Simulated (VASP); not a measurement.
Data:

```
Zr
1.0
    1.64568    -2.85040     0.00000
    1.64568     2.85040     0.00000
    0.00000     0.00000     5.25277
Zr
2
Cartesian
  1.64568   0.95013   1.31319
  1.64568  -0.95013   3.93958
```

Method: vdW-DF2, VASP's PBE PAW potentials (set 64) (plane waves; VASP). Run with 520 eV cut-off, Gaussian smearing of 0.050 eV, potentials Zr_sv.

Give the energies of bands 9 to 15 at the high-symmetry points, in eV from the Fermi level.

```json
[
 {"band": "9", "Γ": "-5.50", "M": "-2.43", "K": "-1.94", "A": "-3.88", "L": "-2.71", "H": "-1.36"},
 {"band": "10", "Γ": "-2.90", "M": "-2.40", "K": "-1.34", "A": "-3.88", "L": "-2.71", "H": "-1.36"},
 {"band": "11", "Γ": "0.78", "M": "-2.01", "K": "-1.34", "A": "0.00", "L": "-1.00", "H": "-1.21"},
 {"band": "12", "Γ": "0.78", "M": "-0.28", "K": "-1.10", "A": "0.00", "L": "-1.00", "H": "-1.21"},
 {"band": "13", "Γ": "0.89", "M": "0.50", "K": "0.22", "A": "0.69", "L": "1.48", "H": "-0.09"},
 {"band": "14", "Γ": "1.03", "M": "0.69", "K": "0.22", "A": "0.69", "L": "1.48", "H": "-0.09"},
 {"band": "15", "Γ": "1.41", "M": "1.31", "K": "1.65", "A": "0.69", "L": "2.03", "H": "1.87"}
]
```

It has no gap at this level: it comes out as a metal or semimetal.

The compound is Zr in the hcp structure. It was relaxed first, which changed the volume by +6 %.
